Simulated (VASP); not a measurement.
# Lattice of Titanium, functional by functional

Aim: relax Titanium at several levels of theory and compare the cells. The starting structure is a measured crystal structure from the Crystallography Open Database. The first relaxation on each setting starts from this cell expanded by 3 % in volume.

Main program and level: VASP 6.6.1; Kohn-Sham DFT with plane waves and PAW; PBEsol, LDA, PBE, PBEsol + D3(BJ), r2SCAN and r2SCAN + rVV10.

### 1. Starting point

The structure is hexagonal, space group P6_3/mmc (No. 194). The conventional cell has a = 2.950 Å, b = 2.950 Å, c = 4.680 Å, α = 90.00°, β = 90.00°, γ = 120.00°. Ti has 12 Ti at 2.89 to 2.95 Å nearest.

Coordinates:

```cif
data_structure
_symmetry_space_group_name_H-M 'P 1'
_symmetry_Int_Tables_number 1
_cell_length_a 2.9500
_cell_length_b 2.9500
_cell_length_c 4.6800
_cell_angle_alpha 90.000
_cell_angle_beta 90.000
_cell_angle_gamma 120.000
_cell_volume 35.27
loop_
_atom_site_label
_atom_site_type_symbol
_atom_site_fract_x
_atom_site_fract_y
_atom_site_fract_z
_atom_site_occupancy
Ti1 Ti 0.66667 0.33333 0.75000 1
Ti2 Ti 0.33333 0.66667 0.25000 1
```

### 2. Relaxation with PBEsol

PBEsol restores the gradient expansion of exchange and is tuned for the cells of solids. This run starts from the cell of an earlier relaxation, which isn't shown; the restart sets up the plane waves anew.

INCAR reads:

```
SYSTEM = Ti
PREC = Accurate
ENCUT = 450
EDIFF = 1E-06
NELM = 100
ISMEAR = 1
SIGMA = 0.15
LREAL = .FALSE.
ALGO = Normal
GGA = PS
NBANDS = 18
LASPH = .TRUE.
LORBIT = 11
LWAVE = .FALSE.
LCHARG = .FALSE.
KPAR = 4
IBRION = 2
NSW = 50
ISIF = 3
EDIFFG = -0.006
```

POSCAR reads:

```
Ti
1.0
    2.8963679830      0.0000000000      0.0000000000
   -1.4481839915      2.5083282520      0.0000000000
    0.0000000000      0.0000000000      4.5856896798
Ti
2
Direct
    0.6666666667      0.3333333333      0.7500000000
    0.3333333333      0.6666666667      0.2500000000
```

KPOINTS reads:

```
Automatic mesh
0
Gamma
18 18 10
0 0 0
```

The projector-augmented-wave data sets are Ti_sv (PBE family, release 64).

Started as:

```sh
$ mpirun -np 4 vasp_std
```

What it wrote:

```text
[banner, memory and clock lines left out]
running    4 mpi-ranks, on    1 nodes
 distrk:  each k-point on    1 cores,    4 groups
 distr:  one band on    1 cores,    1 groups

 POSCAR found type information on POSCAR Ti
 POSCAR found :  1 types and       2 ions
|                                                                             |
|               ----> ADVICE to this user running VASP <----                  |
|                                                                             |
|     You enforced a specific xc type in the INCAR file but a different       |
|     [... a line on the potential file left out ...]
|     I HOPE YOU KNOW WHAT YOU ARE DOING!                                     |
|                                                                             |

 LDA part: xc-table for (Slater+PW92), standard interpolation
 POSCAR, INCAR and KPOINTS ok, starting setup
 FFT: planning ... GRIDC
 FFT: planning ... GRID_SOFT
 FFT: planning ... GRID
 WAVECAR not read
 entering main loop
       N       E                     dE             d eps       ncg     rms          rms(c)
DAV:   1     0.246778434293E+03    0.24678E+03   -0.12228E+04  8000   0.153E+03
DAV:   2     0.103372990720E+02   -0.23644E+03   -0.23329E+03  8176   0.437E+02
DAV:   3    -0.177988241813E+02   -0.28136E+02   -0.27827E+02 15140   0.125E+02
DAV:   4    -0.188519772371E+02   -0.10532E+01   -0.10523E+01  9046   0.253E+01
DAV:   5    -0.189019759938E+02   -0.49999E-01   -0.49990E-01 12502   0.389E+00    0.129E+01
DAV:   6    -0.166817670097E+02    0.22202E+01   -0.78999E+00  9402   0.298E+01    0.323E+00
DAV:   7    -0.166550701378E+02    0.26697E-01   -0.88668E-01 12184   0.714E+00    0.210E+00
DAV:   8    -0.166830860890E+02   -0.28016E-01   -0.23007E-01  9354   0.585E+00    0.759E-01
DAV:   9    -0.166736182097E+02    0.94679E-02   -0.54272E-02  9534   0.246E+00    0.671E-02
DAV:  10    -0.166739496458E+02   -0.33144E-03   -0.28555E-03 11698   0.365E-01    0.957E-02
DAV:  11    -0.166740008962E+02   -0.51250E-04   -0.22691E-04  9368   0.117E-01    0.345E-02
DAV:  12    -0.166739907058E+02    0.10190E-04   -0.41065E-05  9938   0.528E-02    0.485E-03
DAV:  13    -0.166739922511E+02   -0.15452E-05   -0.85974E-07  5774   0.874E-03    0.514E-04
DAV:  14    -0.166739927486E+02   -0.49754E-06   -0.22560E-07  4500   0.387E-03
   1 F= -.16673993E+02 E0= -.16675040E+02  d E =-.166740E+02
 curvature:   0.00 expect dE= 0.000E+00 dE for cont linesearch  0.000E+00
 trial: gam= 0.00000 g(F)=  0.565E-48 g(S)=  0.120E-03 ort = 0.000E+00 (trialstep = 0.100E+01)
 search vector abs. value=  0.120E-03
 bond charge predicted
       N       E                     dE             d eps       ncg     rms          rms(c)
DAV:   1    -0.166769308644E+02   -0.29386E-02   -0.71545E-02 10660   0.332E+00    0.469E-01
DAV:   2    -0.166739982288E+02    0.29326E-02   -0.13598E-02 11290   0.124E+00    0.131E-01
DAV:   3    -0.166738700883E+02    0.12814E-03   -0.20431E-03 11406   0.273E-01    0.445E-02
DAV:   4    -0.166739348619E+02   -0.64774E-04   -0.35530E-04 10284   0.125E-01    0.173E-02
DAV:   5    -0.166739885523E+02   -0.53690E-04   -0.10851E-04 10302   0.636E-02    0.247E-02
DAV:   6    -0.166740085036E+02   -0.19951E-04   -0.40866E-05 11792   0.450E-02    0.676E-03
DAV:   7    -0.166740115828E+02   -0.30792E-05   -0.52154E-06  9486   0.149E-02    0.118E-03
DAV:   8    -0.166740117270E+02   -0.14423E-06   -0.45622E-07  4174   0.462E-03
   2 F= -.16674012E+02 E0= -.16675050E+02  d E =-.189784E-04
 trial-energy change:   -0.000019  1 .order   -0.000013   -0.000120    0.000095
 step:   0.6009(harm=  0.5598)  dis= 0.00000  next Energy=   -16.674030 (dE=-0.375E-04)
 bond charge predicted
       N       E                     dE             d eps       ncg     rms          rms(c)
DAV:   1    -0.166744994147E+02   -0.48783E-03   -0.11424E-02 10660   0.133E+00    0.188E-01
DAV:   2    -0.166740240765E+02    0.47534E-03   -0.21941E-03 11288   0.498E-01    0.527E-02
DAV:   3    -0.166740085846E+02    0.15492E-04   -0.32330E-04 11316   0.109E-01    0.176E-02
DAV:   4    -0.166740217668E+02   -0.13182E-04   -0.56133E-05 10270   0.492E-02    0.697E-03
DAV:   5    -0.166740293428E+02   -0.75759E-05   -0.18044E-05 10102   0.258E-02    0.989E-03
DAV:   6    -0.166740305169E+02   -0.11741E-05   -0.59974E-06  8744   0.179E-02    0.263E-03
DAV:   7    -0.166740304013E+02    0.11555E-06   -0.77629E-07  4470   0.702E-03
   3 F= -.16674030E+02 E0= -.16675072E+02  d E =-.376527E-04
 curvature:  -0.28 expect dE=-0.290E-06 dE for cont linesearch -0.194E-06
 trial: gam= 0.00000 g(F)=  0.422E-48 g(S)=  0.105E-05 ort =-0.918E-05 (trialstep = 0.920E+00)
 search vector abs. value=  0.105E-05
 reached required accuracy - stopping structural energy minimisation
```

Elapsed: 22 s, on 4 MPI ranks of Intel Xeon 6975P-C (Granite Rapids), shared host; peak memory 0.78 GiB; 85 s of CPU time.

Lines that name or quote the potential files are left out of all logs, and their timing lines are given in words.

Parts of OUTCAR (step 2):

```text
ion  position               nearest neighbor table
   1  0.667  0.333  0.750-   2 2.84   2 2.84   2 2.84   2 2.84   2 2.84   2 2.84
   2  0.333  0.667  0.250-   1 2.84   1 2.84   1 2.84   1 2.84   1 2.84   1 2.84

  LATTYP: Found a hexagonal cell.
 ALAT       =     2.8963679830
 C/A-ratio  =     1.5832552033

 Subroutine GETGRP returns: Found 24 space group operations
 (whereof 12 operations were pure point group operations)

The static configuration has the point symmetry D_3d.
 The point group associated with its full space group is D_6h.

 Found    222 irreducible k-points:

   k-points           NKPTS =    222   k-points in BZ     NKDIM =    222   number of bands    NBANDS=     18

   dimension x,y,z NGX =    20 NGY =   20 NGZ =   32
   dimension x,y,z NGXF=    40 NGYF=   40 NGZF=   64

   ENCUT  =  450.0 eV  33.07 Ry    5.75 a.u.   5.01  5.01  7.93*2*pi/ulx,y,z

   NELECT =      24.0000    total number of electrons

 k-points in reciprocal lattice and weights: Automatic mesh
   0.00000000  0.00000000  0.00000000       0.000
   0.05555556  0.00000000  0.00000000       0.002
   0.11111111  0.00000000  0.00000000       0.002
   0.16666667 -0.00000000  0.00000000       0.002
   0.22222222  0.00000000  0.00000000       0.002
   0.27777778 -0.00000000  0.00000000       0.002
   0.33333333 -0.00000000  0.00000000       0.002
   0.38888889  0.00000000  0.00000000       0.002
   0.44444444  0.00000000  0.00000000       0.002
[...]
0.33333333  0.27777778  0.50000000       0.004
   0.33333333  0.33333333  0.50000000       0.001

 average (electrostatic) potential at core
       1 -71.7405       2 -71.7405

 E-fermi :   8.6918

 k-point     1 :       0.0000    0.0000    0.0000
  band No.  band energies     occupation
    ...
      6     -23.8036      2.00000
      7     -23.7666      2.00000
      8     -23.7666      2.00000
      9       2.3706      2.00000
     10       5.8740      2.00000
     11       9.4707     -0.00000
     12       9.4707     -0.00000
     13       9.5860     -0.00000
     14       9.6009     -0.00000
     15      10.0052     -0.00000
    ...

 k-point     2 :       0.0556    0.0000    0.0000
  band No.  band energies     occupation
    ...
      6     -23.8069      2.00000
      7     -23.7838      2.00000
      8     -23.7687      2.00000
      9       2.4619      2.00000
     10       5.9466      2.00000
     11       9.2712     -0.00000
     12       9.3912     -0.00000
     13       9.5360     -0.00000
     14       9.7619     -0.00000
     15       9.9577     -0.00000
    ...

 k-point     3 :       0.1111    0.0000    0.0000
  band No.  band energies     occupation
    ...
      6     -23.8327      2.00000
      7     -23.8170      2.00000
      8     -23.7749      2.00000
      9       2.7289      2.00000
     10       6.1519      2.00000
     11       8.9428     -0.03945
     12       8.9686     -0.02553
     13       9.7284     -0.00000
     14       9.8015     -0.00000
     15       9.9984     -0.00000
    ...

  Total        0.0046297      0.0046297      0.0007181      0.0000000      0.0000000      0.0000000
  in kB        0.2230436      0.2230436      0.0345963      0.0000000      0.0000000      0.0000000
  external PRESSURE =       0.1602279 kB  Pullay stress =       0.0000000 kB

  energy-cutoff  :      450.00
  volume of cell :       33.26
      direct lattice vectors                 reciprocal lattice vectors
     2.894794860  0.000000000  0.000000000     0.345447622  0.199444277  0.000000000
    -1.447397430  2.506965887  0.000000000     0.000000000  0.398888555  0.000000000
     0.000000000  0.000000000  4.582588633     0.000000000 -0.000000000  0.218217274

 POSITION                                       TOTAL-FORCE (eV/Angst)
 -----------------------------------------------------------------------------------
      1.44740      0.83566      3.43694         0.000000     -0.000000      0.000000
     -0.00000      1.67131      1.14565        -0.000000      0.000000      0.000000
 -----------------------------------------------------------------------------------
    total drift:                               -0.000000      0.000000     -0.000000

  FREE ENERGIE OF THE ION-ELECTRON SYSTEM (eV)
  ---------------------------------------------------
  free  energy   TOTEN  =       -16.6740304013 eV

  energy  without entropy=      -16.6771554864  energy(sigma->0) =      -16.67507210

 reached required accuracy - stopping structural energy minimisation

 total charge
# of ion       s       p       d       tot
------------------------------------------
    1        2.260   6.130   1.915  10.306
    2        2.260   6.130   1.915  10.306
--------------------------------------------------
tot          4.520  12.261   3.831  20.611

[... 3 further parts left out ...]
```

CONTCAR:

```
Ti
   1.00000000000000
     2.8947948596521624    0.0000000000000000    0.0000000000000000
    -1.4473974298260812    2.5069658872174632    0.0000000000000000
     0.0000000000000000    0.0000000000000000    4.5825886334963872
  Ti
     2
Direct
     0.6666666667000030    0.3333333332999970    0.7500000000000000
     0.3333333332999970    0.6666666667000030    0.2500000000000000
```

The PAW data sets were made with PBE, which is usual practice but a small mismatch for other functionals. The run keeps the 24 symmetry operations of its start, so it cannot find a distortion of lower symmetry.

With PBEsol the relaxed cell holds 16.628 Å³ an atom, -5.71 % against the measured cell, with a = 2.895 Å and c = 4.583 Å.

### 3. Relaxation with LDA

LDA, the lowest rung, knows the local density alone. This run starts from the cell of an earlier relaxation, which isn't shown; the restart sets up the plane waves anew.

Changes to INCAR since step 2:

```diff
@@ -9,3 +9,3 @@
 ALGO = Normal
-GGA = PS
+GGA = CA
 NBANDS = 18
```

POSCAR reads:

```
Ti
1.0
    2.8615932771      0.0000000000      0.0000000000
   -1.4307966385      2.4782124733      0.0000000000
    0.0000000000      0.0000000000      4.5313216281
Ti
2
Direct
    0.6666666667      0.3333333333      0.7500000000
    0.3333333333      0.6666666667      0.2500000000
```

KPOINTS is that of step 2.

PAW data sets: Ti_sv (LDA family, release 64).

Started as:

```sh
$ mpirun -np 4 vasp_std
```

What it wrote:

```text
[banner, memory and clock lines left out]
running    4 mpi-ranks, on    1 nodes
[...]
LDA part: xc-table for (Slater(with rela. corr.)+CA(PZ))
 , standard interpolation
 POSCAR, INCAR and KPOINTS ok, starting setup
[...]
entering main loop
       N       E                     dE             d eps       ncg     rms          rms(c)
DAV:   1     0.243723680668E+03    0.24372E+03   -0.12303E+04  8000   0.154E+03
DAV:   2     0.959983346587E+01   -0.23412E+03   -0.23105E+03  8148   0.434E+02
DAV:   3    -0.179661794935E+02   -0.27566E+02   -0.27270E+02 15082   0.123E+02
DAV:   4    -0.189661893059E+02   -0.10000E+01   -0.99852E+00  9096   0.246E+01
[...]
DAV:  11    -0.170950471809E+02   -0.93909E-05   -0.18490E-04  9968   0.121E-01    0.405E-02
DAV:  12    -0.170950359014E+02    0.11280E-04   -0.47956E-05  9374   0.649E-02    0.243E-03
DAV:  13    -0.170950360968E+02   -0.19549E-06   -0.16047E-06  6750   0.961E-03
   1 F= -.17095036E+02 E0= -.17095777E+02  d E =-.170950E+02
[...]
DAV:   7    -0.170950706982E+02   -0.36425E-05   -0.86253E-06  9828   0.183E-02    0.207E-03
DAV:   8    -0.170950709357E+02   -0.23748E-06   -0.64308E-07  4300   0.567E-03
   2 F= -.17095071E+02 E0= -.17095793E+02  d E =-.348389E-04
 trial-energy change:   -0.000035  1 .order   -0.000023   -0.000165    0.000119
 step:   0.6392(harm=  0.5795)  dis= 0.00000  next Energy=   -17.095092 (dE=-0.558E-04)
[...]
N       E                     dE             d eps       ncg     rms          rms(c)
DAV:   1    -0.170956239358E+02   -0.55324E-03   -0.12865E-02 10610   0.140E+00    0.200E-01
DAV:   2    -0.170950885586E+02    0.53538E-03   -0.24287E-03 11402   0.531E-01    0.562E-02
DAV:   3    -0.170950675146E+02    0.21044E-04   -0.37269E-04 11360   0.119E-01    0.186E-02
DAV:   4    -0.170950812881E+02   -0.13773E-04   -0.63232E-05 10184   0.524E-02    0.770E-03
DAV:   5    -0.170950907013E+02   -0.94132E-05   -0.20018E-05 10390   0.272E-02    0.107E-02
DAV:   6    -0.170950934846E+02   -0.27833E-05   -0.69110E-06  9338   0.196E-02    0.276E-03
DAV:   7    -0.170950938077E+02   -0.32312E-06   -0.97071E-07  5276   0.677E-03
   3 F= -.17095094E+02 E0= -.17095823E+02  d E =-.577109E-04
[...]
reached required accuracy - stopping structural energy minimisation
```

Elapsed: 22 s, on 4 MPI ranks; peak memory 0.75 GiB; 84 s of CPU time.

OUTCAR, selected parts (step 3):

```text
  Total        0.0036217      0.0036217      0.0117822      0.0000000      0.0000000      0.0000000
  in kB        0.1809698      0.1809698      0.5887363      0.0000000      0.0000000      0.0000000
  external PRESSURE =       0.3168920 kB  Pullay stress =       0.0000000 kB

 POSITION                                       TOTAL-FORCE (eV/Angst)
 -----------------------------------------------------------------------------------
      1.42967      0.82542      3.39636        -0.000000     -0.000000      0.000000
     -0.00000      1.65085      1.13212         0.000000      0.000000      0.000000
 -----------------------------------------------------------------------------------
    total drift:                                0.000000     -0.000000      0.000000

  FREE ENERGIE OF THE ION-ELECTRON SYSTEM (eV)
  ---------------------------------------------------
  free  energy   TOTEN  =       -17.0950938077 eV

  energy  without entropy=      -17.0972811613  energy(sigma->0) =      -17.09582293

[... 2 parts as in an earlier step ...]

[... 2 further parts left out ...]
[key lines of the parts left out:]
E-fermi :   8.9782
```

With LDA the relaxed cell holds 16.032 Å³ an atom, -9.09 % against the measured cell, with a = 2.859 Å and c = 4.528 Å. That is -3.59 % from PBEsol.

### 4. Relaxation with PBE

PBE, the usual starting point, adds the gradient of the density. This run starts from the cell of an earlier relaxation, which isn't shown; the restart sets up the plane waves anew.

Changes to INCAR since step 3:

```diff
@@ -9,3 +9,3 @@
 ALGO = Normal
-GGA = CA
+GGA = PE
 NBANDS = 18
```

POSCAR reads:

```
Ti
1.0
    2.9337936209      0.0000000000      0.0000000000
   -1.4668968104      2.5407398052      0.0000000000
    0.0000000000      0.0000000000      4.6427822193
Ti
2
Direct
    0.6666666667      0.3333333333      0.7500000000
    0.3333333333      0.6666666667      0.2500000000
```

KPOINTS is that of step 3.

The projector-augmented-wave data sets are Ti_sv (PBE family, release 64).

Started as:

```sh
$ mpirun -np 4 vasp_std
```

What it wrote:

```text
[banner, memory and clock lines left out]
running    4 mpi-ranks, on    1 nodes
[...]
LDA part: xc-table for (Slater+PW92), standard interpolation
 POSCAR, INCAR and KPOINTS ok, starting setup
[...]
entering main loop
       N       E                     dE             d eps       ncg     rms          rms(c)
DAV:   1     0.245870934449E+03    0.24587E+03   -0.12277E+04  8016   0.152E+03
DAV:   2     0.114951222910E+02   -0.23438E+03   -0.23143E+03  8146   0.434E+02
DAV:   3    -0.165965056514E+02   -0.28092E+02   -0.27788E+02 15190   0.124E+02
DAV:   4    -0.176898303936E+02   -0.10933E+01   -0.10927E+01  9020   0.256E+01
[...]
DAV:  12    -0.156667286413E+02    0.10726E-04   -0.32975E-05  9908   0.446E-02    0.499E-03
DAV:  13    -0.156667301608E+02   -0.15195E-05   -0.59791E-07  5432   0.777E-03    0.128E-03
DAV:  14    -0.156667307908E+02   -0.63004E-06   -0.26671E-07  4560   0.431E-03
   1 F= -.15666731E+02 E0= -.15667825E+02  d E =-.156667E+02
[...]
DAV:   5    -0.156667332127E+02   -0.14891E-04   -0.30531E-05 10228   0.336E-02    0.126E-02
DAV:   6    -0.156667375336E+02   -0.43209E-05   -0.10738E-05 10036   0.234E-02    0.350E-03
DAV:   7    -0.156667382453E+02   -0.71169E-06   -0.97743E-07  5422   0.779E-03
   2 F= -.15666738E+02 E0= -.15667832E+02  d E =-.745444E-05
 trial-energy change:   -0.000007  1 .order   -0.000007   -0.000031    0.000016
 step:   0.6525(harm=  0.6525)  dis= 0.00000  next Energy=   -15.666741 (dE=-0.100E-04)
[...]
N       E                     dE             d eps       ncg     rms          rms(c)
DAV:   1    -0.156668360738E+02   -0.98540E-04   -0.22320E-03 12652   0.582E-01    0.839E-02
DAV:   2    -0.156667407552E+02    0.95319E-04   -0.42041E-04  9834   0.215E-01    0.225E-02
DAV:   3    -0.156667385143E+02    0.22409E-05   -0.67355E-05 11336   0.470E-02    0.763E-03
DAV:   4    -0.156667403689E+02   -0.18546E-05   -0.10151E-05  8454   0.208E-02    0.321E-03
DAV:   5    -0.156667419308E+02   -0.15618E-05   -0.42226E-06  8964   0.127E-02    0.444E-03
DAV:   6    -0.156667420422E+02   -0.11142E-06   -0.10308E-06  5024   0.823E-03
   3 F= -.15666742E+02 E0= -.15667836E+02  d E =-.112514E-04
[...]
reached required accuracy - stopping structural energy minimisation
```

It took 22 s on 4 MPI ranks; peak memory 0.76 GiB.

OUTCAR, selected parts (step 4):

```text
  Total        0.0044553      0.0044553      0.0007930      0.0000000     -0.0000000     -0.0000000
  in kB        0.2064585      0.2064585      0.0367461      0.0000000     -0.0000000     -0.0000000
  external PRESSURE =       0.1498877 kB  Pullay stress =       0.0000000 kB

 POSITION                                       TOTAL-FORCE (eV/Angst)
 -----------------------------------------------------------------------------------
      1.46650      0.84668      3.48065         0.000000     -0.000000      0.000000
     -0.00000      1.69337      1.16022        -0.000000      0.000000      0.000000
 -----------------------------------------------------------------------------------
    total drift:                               -0.000000      0.000000     -0.000000

  FREE ENERGIE OF THE ION-ELECTRON SYSTEM (eV)
  ---------------------------------------------------
  free  energy   TOTEN  =       -15.6667420422 eV

  energy  without entropy=      -15.6700241389  energy(sigma->0) =      -15.66783607

[... 2 parts as in an earlier step ...]

[... 2 further parts left out ...]
[key lines of the parts left out:]
E-fermi :   8.4052
```

With PBE the relaxed cell holds 17.287 Å³ an atom, -1.98 % against the measured cell, with a = 2.933 Å and c = 4.641 Å. That is +3.96 % from PBEsol.

(Part 1 of 2 ends here.)

[Lines on the potential files, build, host, timing and source positions are cut from VASP's logs without a mark.]

[Logs are printed without paths, hosts, clocks, repeated set-up lines and the standing remarks that a program may print on its own settings, such as how far it seeks lower states.]

[Hosts, paths, dates, database ids (printed as entryN), source tags and the programs' standing remarks are cut or masked in the printed files.]
